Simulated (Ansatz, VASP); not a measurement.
This is a calculation of RbLaMg6 for Ansatz 0.2.0.

Contents of input.yaml:

```yaml
crystal:
  lattice:
    - [5.427793, 0.0, 0.0]
    - [0.0, 3.615593, 6.0310485]
    - [0.0, -3.615593, 6.0310485]
  atoms:
    - { symbol: La, position: [0.5, 0.342606, 0.342606] }
    - { symbol: Rb, position: [0.0, 0.148801, 0.148801] }
    - { symbol: Mg, position: [0.0, 0.666957, 0.666957] }
    - { symbol: Mg, position: [0.0, 0.16383, 0.660712] }
    - { symbol: Mg, position: [0.0, 0.660712, 0.16383] }
    - { symbol: Mg, position: [0.5, 0.846073, 0.846073] }
    - { symbol: Mg, position: [0.5, 0.370162, 0.800864] }
    - { symbol: Mg, position: [0.5, 0.800864, 0.370162] }
hamiltonian:
  xc: lda
  pseudopotentials: { kind: paw }
kpoints:
  mp_grid: { grid: [5, 5, 5] }
scf:
  occupations: { method: gaussian, width: 0.05 }
output:
  forces: true
  stress: true
  eigenvalues: true
```

Potentials or basis: Ansatz PAW.

Launch:

```console
$ ansatz run input.yaml --threads 4 --pin off --max-ram 11264MiB --backend cpu --events-out ev --progress --plain --runs-dir out
```

Q: Translate it to VASP 6.6.1. Potentials there: VASP PAW LDA potentials, release 64 (La, Rb_sv, Mg).

A: As run (the cutoff follows the program's own potentials):

Contents of INCAR:

```
PREC = Accurate ; ENCUT = 520
EDIFF = 1E-6 ; ISMEAR = 0
SIGMA = 0.05 ; LREAL = F
LASPH = T ; NELM = 80
ALGO = Normal ; ISIF = 2
LWAVE = F ; LCHARG = F
GGA = CA ; NBANDS = 26
```

File KPOINTS:

```
regular mesh
0
Gamma
  5 5 5
```

Contents of POSCAR:

```
RbLaMg6
1.0
    5.4277930000      0.0000000000      0.0000000000
    0.0000000000      3.6155930000      6.0310485000
    0.0000000000     -3.6155930000      6.0310485000
La Rb Mg
1 1 6
Cartesian
    2.7138965000      0.0000000000      4.1325468048
    0.0000000000      0.0000000000      1.7948520957
    0.0000000000      0.0000000000      8.0449000288
    0.0000000000     -1.7965230810      4.9728527923
    0.0000000000      1.7965230810      4.9728527923
    2.7138965000      0.0000000000     10.2054145951
    2.7138965000     -1.5572431363      7.0625146008
    2.7138965000      1.5572431363      7.0625146008
```

Potentials or basis: VASP PAW LDA potentials, release 64 (La, Rb_sv, Mg).

Launch:

```sh
$ cat potpaw_LDA.64/La/POTCAR potpaw_LDA.64/Rb_sv/POTCAR potpaw_LDA.64/Mg/POTCAR > POTCAR
$ mpirun -np 1 vasp_std > vasp.out
```

Both were run:

|  | VASP | Ansatz | Ansatz less VASP |
| --- | --- | --- | --- |
| gap on the k mesh at the Fermi level (eV) | none | none | - |
| pressure (GPa) | -2.2 | -1.9 | +0.27 |
| largest component of the traceless stress (GPa) | 0.07 | 0.09 | +0.017 |
| rms of the force components (eV/Å) | 0.036 | 0.033 | -0.0029 |

Atom by atom the forces differ by 0.004 eV/Å (rms over components). A gap of «none» marks a metal or a gap that the smearing closes. The two sets of potentials don't hold the same shells in valence.

Caveats: the PAW data sets come from PBE, with cores solved anew for the run's functional, which leaves a small shift of forces and pressure (Ansatz). The runs have no spin-orbit coupling, so splittings on La are missing.
